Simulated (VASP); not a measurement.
CdF$_{2}$ (fluorite), at 1.04 of the tabulated volume:

```
CELL_PARAMETERS angstrom
      0.00000     2.73047     2.73047
      2.73047     0.00000     2.73047
      2.73047     2.73047     0.00000
ATOMIC_POSITIONS crystal
  Cd 0.00000 0.00000 0.00000
  F  0.25000 0.25000 0.25000
  F  0.75000 0.75000 0.75000
```

The lowest empty band near Γ, direction [111], from PBE with spin-orbit coupling in VASP (PAW); its two spin partners are averaged. The gap over the points computed is 2.92 eV, and the next band on that side lies 9.19 eV away at the edge.

Numerical set-up: 520 eV cut-off, 8×8×8 Γ-centred mesh, Gaussian smearing of 0.050 eV, potentials Cd F.

```tsv
distance from the edge in k (1/Å)	distance in energy (meV)
0.018	3.2
0.025	6.3
0.035	12.3
0.050	25.1
0.070	48.9
```

Q: Fit E(1 + αE) = ħ²k²/2m* (ħ²/2m0 = 3.810 eV Å²) and predict the row at 0.095 1/Å.

A: The rows don't resolve α, so a parabola serves: the electron mass is m* = 0.381 m0, and so 90.2 meV. The run gave 89.4 meV, -0.8 meV from the fit.

Left out are points under 3 meV from the edge, since the levels carry 0.1 meV, and points farther than half the way to the next band.

The compound is CdF2 in the fluorite structure. The cell was not relaxed at this level.
